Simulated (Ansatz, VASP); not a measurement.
## Two plane-wave programs on YP2Pd2

```xyz
5
Lattice="-2.0427 2.0427 4.9285 2.0427 -2.0427 4.9285 2.0427 2.0427 -4.9285" Properties=species:S:1:pos:R:3 pbc="T T T"
Y     0.0000    0.0000    0.0000
P     0.0000    0.0000    3.8387
P     0.0000    0.0000    6.0183
Pd    0.0000    2.0427    2.4643
Pd    2.0427    0.0000    2.4643
```

The cell is a database's computed one.

Alike in both runs: task single point; functional LDA; k mesh 6 × 6 × 6; occupations gaussian, width 0.1 eV; no spin polarisation.

|  | VASP | Ansatz |
| --- | --- | --- |
| version | VASP 6.6.1 | Ansatz 0.2.0 |
| potentials or method | VASP PAW LDA potentials, release 64 (Y_sv, P, Pd) | scalar-relativistic, plane waves, PAW |
| plane-wave cutoff (eV) | 520 | 420 |
| valence electrons in the cell | 41 | 57 |

|  | VASP | Ansatz | Ansatz less VASP |
| --- | --- | --- | --- |
| gap on the k mesh at the Fermi level (eV) | none | none | - |
| pressure (GPa) | -6.9 | -7.1 | -0.22 |
| largest component of the traceless stress (GPa) | 0.68 | 0.72 | +0.047 |
| rms of the force components (eV/Å) | 0.169 | 0.190 | +0.0206 |

Atom by atom the forces differ by 0.021 eV/Å (rms over components). A gap of «none» marks a metal or a gap that the smearing closes. The two sets of potentials don't hold the same shells in valence.

Caveats: the k mesh is coarse (spacing up to 0.36 Å⁻¹), so the values aren't converged.
